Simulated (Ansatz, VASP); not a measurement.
**Te in two plane-wave programs**

One calculation is typed for both programs; each brings its own data sets. How far apart do they land? The cell is taken from a series of runs on this material, whose earlier steps may have relaxed, scaled, displaced or heated it; both programs get it as it stands.

Method: plane waves, with VASP 6.6.1 beside it; single point at r2SCAN, spin-orbit coupling, in Ansatz 0.2.0.

### 1. The structure

Symmetry: P3_121, No. 152, trigonal system. Conventional cell: a = 4.457 Å, b = 4.457 Å, c = 5.929 Å, α = 90.00°, β = 90.00°, γ = 120.00°. Te has 2 Te at 2.89 Å nearest.

### 2. VASP: single point, r2SCAN, spin-orbit coupling

A single point gives forces, pressure and levels at one fixed geometry, so differences don't come from the geometry; what else differs is listed under the comparison.

Lines of VASP's logs that name or quote its potential files are left out, and so is its time.

INCAR reads:

```
SYSTEM = Te
PREC = Accurate
ENCUT = 550
EDIFF = 1E-06
NELM = 200
ISMEAR = 0
SIGMA = 0.01
LREAL = .FALSE.
ALGO = Normal
METAGGA = R2SCAN
LASPH = .TRUE.
LNONCOLLINEAR = .TRUE.
MAGMOM = 0 0 0 0 0 0 0 0 0
NBANDS = 30
GGA_COMPAT = .FALSE.
LSORBIT = .TRUE.
LORBIT = 11
LWAVE = .FALSE.
LCHARG = .FALSE.
ISIF = 2
EFERMI = MIDGAP
LMIXTAU = .TRUE.
KPAR = 2
```

POSCAR reads:

```
Te
1.0
    4.4572000000      0.0000000000      0.0000000000
   -2.2286000000      3.8600484297      0.0000000000
    0.0000000000      0.0000000000      5.9290000000
Te
3
Direct
    0.2729113547      0.0000000000      0.3333333333
    0.0000000000      0.2729113547      0.6666666667
    0.7270886453      0.7270886453      0.0000000000
```

KPOINTS reads:

```
Automatic mesh
0
Gamma
9 9 6
0 0 0
```

PAW data sets: Te (PBE family, release 64).

Run with:

```
> mpirun -np 2 vasp_ncl
```

Numbers of over 12 decimals in the logs are rounded to 6 here.

Log:

```text
[banner, memory and clock lines left out]
running    2 mpi-ranks, on    1 nodes
 distrk:  each k-point on    1 cores,    2 groups
 distr:  one band on    1 cores,    1 groups

 POSCAR found type information on POSCAR Te
 POSCAR found :  1 types and       3 ions
|                                                                             |
|               ----> ADVICE to this user running VASP <----                  |
|                                                                             |
|     You enforced a specific xc type in the INCAR file but a different       |
|     [... a line on the potential file left out ...]
|     I HOPE YOU KNOW WHAT YOU ARE DOING!                                     |
|                                                                             |

 LDA part: xc-table for (None), standard interpolation
 POSCAR, INCAR and KPOINTS ok, starting setup
 FFT: planning ... GRIDC
 FFT: planning ... GRID_SOFT
 FFT: planning ... GRID
 WAVECAR not read
 entering main loop
       N       E                     dE             d eps       ncg     rms          rms(c)
DAV:   1     0.135209724145E+02    0.13521E+02   -0.68770E+03  5760   0.104E+03
DAV:   2    -0.726319043476E+02   -0.86153E+02   -0.82370E+02  7504   0.155E+02
DAV:   3    -0.795099818886E+02   -0.68781E+01   -0.68003E+01  7266   0.458E+01
DAV:   4    -0.796304983925E+02   -0.12052E+00   -0.12041E+00  6792   0.702E+00
DAV:   5    -0.796336018258E+02   -0.31034E-02   -0.31034E-02  7232   0.121E+00    0.105E+01
DAV:   6    -0.771916860392E+02    0.24419E+01   -0.22298E-01  6042   0.423E+00    0.774E+00
DAV:   7    -0.761485859944E+02    0.10431E+01   -0.53720E-01  6278   0.460E+00    0.265E+00
DAV:   8    -0.763932402711E+02   -0.24465E+00   -0.66132E-02  6294   0.186E+00    0.296E-01
DAV:   9    -0.763260824831E+02    0.67158E-01   -0.18169E-01  5772   0.351E+00    0.729E-01
DAV:  10    -0.765412539306E+02   -0.21517E+00   -0.73635E-02  5766   0.212E+00    0.405E-01
DAV:  11    -0.765460643577E+02   -0.48104E-02   -0.22314E-03  6654   0.433E-01    0.133E-01
DAV:  12    -0.765460545804E+02    0.97773E-05   -0.28622E-04  6494   0.136E-01    0.859E-02
DAV:  13    -0.765461316735E+02   -0.77093E-04   -0.32537E-05  6662   0.457E-02    0.338E-02
DAV:  14    -0.765462337641E+02   -0.10209E-03   -0.12978E-05  6162   0.324E-02    0.285E-02
DAV:  15    -0.765461693166E+02    0.64448E-04   -0.14172E-04  5892   0.111E-01    0.174E-02
DAV:  16    -0.765462745981E+02   -0.10528E-03   -0.49443E-05  5838   0.625E-02    0.113E-02
DAV:  17    -0.765462741216E+02    0.47650E-06   -0.58830E-07  4380   0.531E-03
   1 F= -.76546274E+02 E0= -.76546274E+02  d E =-.234409E-23  mag=    -0.0000    -0.0000    -0.0000
```

OUTCAR, selected parts (step 2):

```text
ion  position               nearest neighbor table
   1  0.273  0.000  0.333-   3 2.89   2 2.89   3 3.46   3 3.46   2 3.46   2 3.46
   2  0.000  0.273  0.667-   3 2.89   1 2.89   3 3.46   3 3.46   1 3.46   1 3.46
   3  0.727  0.727  0.000-   2 2.89   1 2.89   1 3.46   2 3.46   2 3.46   1 3.46

  LATTYP: Found a hexagonal cell.
 ALAT       =     4.4572000000
 C/A-ratio  =     1.3302073050

 Subroutine GETGRP returns: Found  6 space group operations
 (whereof  2 operations were pure point group operations)

The static configuration has the point symmetry C_2 .
 The point group associated with its full space group is D_3 .

 Found     96 irreducible k-points:

   k-points           NKPTS =     96   k-points in BZ     NKDIM =     96   number of bands    NBANDS=     30

   dimension x,y,z NGX =    36 NGY =   36 NGZ =   48
   dimension x,y,z NGXF=    72 NGYF=   72 NGZF=   96

   ENCUT  =  550.0 eV  40.42 Ry    6.36 a.u.   8.52  8.52 11.34*2*pi/ulx,y,z

   NELECT =      18.0000    total number of electrons

 k-points in reciprocal lattice and weights: Automatic mesh
   0.00000000  0.00000000  0.00000000       0.002
   0.11111111  0.00000000  0.00000000       0.012
   0.22222222  0.00000000  0.00000000       0.012
   0.33333333  0.00000000  0.00000000       0.012
   0.44444444  0.00000000  0.00000000       0.012
   0.11111111  0.11111111  0.00000000       0.006
  -0.11111111 -0.11111111  0.00000000       0.006
   0.22222222  0.11111111  0.00000000       0.012
  -0.22222222 -0.11111111  0.00000000       0.012
[...]
0.33333333  0.33333333  0.50000000       0.002
  -0.33333333 -0.33333333  0.50000000       0.002

 average (electrostatic) potential at core
       1 -94.0476       2 -94.0476       3 -94.0476

 E-fermi :   6.0794

 k-point     1 :       0.0000    0.0000    0.0000
  band No.  band energies     occupation
    ...
     14       4.0525      1.00000
     15       4.0911      1.00000
     16       4.0911      1.00000
     17       4.8172      1.00000
     18       4.8172      1.00000
     19       6.4863      0.00000
     20       6.4863      0.00000
     21       7.1463      0.00000
     22       7.1463      0.00000
     23       7.6574      0.00000
    ...

 k-point     2 :       0.1111    0.0000    0.0000
  band No.  band energies     occupation
    ...
     14       4.4421      1.00000
     15       4.5392      1.00000
     16       4.6920      1.00000
     17       5.0098      1.00000
     18       5.0816      1.00000
     19       6.4260      0.00000
     20       6.4459      0.00000
     21       6.9238      0.00000
     22       6.9493      0.00000
     23       7.4404      0.00000
    ...

 k-point     3 :       0.2222    0.0000    0.0000
  band No.  band energies     occupation
    ...
     14       4.4330      1.00000
     15       4.5824      1.00000
     16       4.8044      1.00000
     17       4.9019      1.00000
     18       5.0682      1.00000
     19       6.6561      0.00000
     20       6.7396      0.00000
     21       6.9928      0.00000
     22       7.0533      0.00000
     23       7.5091      0.00000
    ...

  Total        0.3654089      0.3654089      0.4953489      0.0000000     -0.0000000     -0.0000000
  in kB        5.7392274      5.7392274      7.7801042      0.0000000     -0.0000000     -0.0000000
  external PRESSURE =       6.4195197 kB  Pullay stress =       0.0000000 kB

  energy-cutoff  :      550.00
  volume of cell :      102.01
      direct lattice vectors                 reciprocal lattice vectors
     4.457200000  0.000000000  0.000000000     0.224356098  0.129532054  0.000000000
    -2.228600000  3.860048430  0.000000000     0.000000000  0.259064107  0.000000000
     0.000000000  0.000000000  5.929000000     0.000000000  0.000000000  0.168662506

 POSITION                                       TOTAL-FORCE (eV/Angst)
 -----------------------------------------------------------------------------------
      1.21642      0.00000      1.97633        -0.137498      0.000000     -0.000000
     -0.60821      1.05345      3.95267         0.068749     -0.119077      0.000000
      1.62039      2.80660      0.00000         0.068749      0.119077      0.000000
 -----------------------------------------------------------------------------------
    total drift:                               -0.000000     -0.000000     -0.000000

  FREE ENERGIE OF THE ION-ELECTRON SYSTEM (eV)
  ---------------------------------------------------
  free  energy   TOTEN  =       -76.5462741216 eV

  energy  without entropy=      -76.5462741216  energy(sigma->0) =      -76.54627412

 Spin-Orbit-Coupling matrix elements
 Ion:    1  E_soc:     -0.2204701
 Ion:    2  E_soc:     -0.2204701
 Ion:    3  E_soc:     -0.2204701

 total charge
# of ion       s       p       d       tot
------------------------------------------
    1        1.438   1.834   0.043   3.314
    2        1.438   1.834   0.043   3.314
    3        1.438   1.834   0.043   3.314
--------------------------------------------------
tot          4.313   5.501   0.128   9.942

 magnetization (x)
# of ion       s       p       d       tot
------------------------------------------
    1        0.000   0.000  -0.000   0.000
    2       -0.000  -0.000   0.000  -0.000
    3       -0.000  -0.000   0.000  -0.000
--------------------------------------------------
tot          0.000  -0.000   0.000  -0.000

 magnetization (y)
# of ion       s       p       d       tot
------------------------------------------
    1       -0.000   0.000  -0.000  -0.000
    2        0.000   0.000  -0.000   0.000
    3       -0.000  -0.000   0.000  -0.000
--------------------------------------------------
tot         -0.000   0.000  -0.000   0.000

 magnetization (z)
# of ion       s       p       d       tot
------------------------------------------
    1       -0.000   0.000   0.000   0.000
    2        0.000  -0.000   0.000  -0.000
    3        0.000   0.000   0.000   0.000
--------------------------------------------------
tot         -0.000   0.000   0.000   0.000

[... 3 further parts left out ...]
```

The run ends at a pressure of 0.64 GPa, with forces up to 0.14 eV/Å.

(Part 1 of 2 ends here.)

[Lines on the potential files, build, host, timing and source positions are cut from VASP's logs without a mark.]

[Logs are printed without paths, hosts, clocks, repeated set-up lines and the standing remarks that a program may print on its own settings, such as how far it seeks lower states.]

[Hosts, paths, dates, database ids (printed as entryN), source tags and the programs' standing remarks are cut or masked in the printed files.]
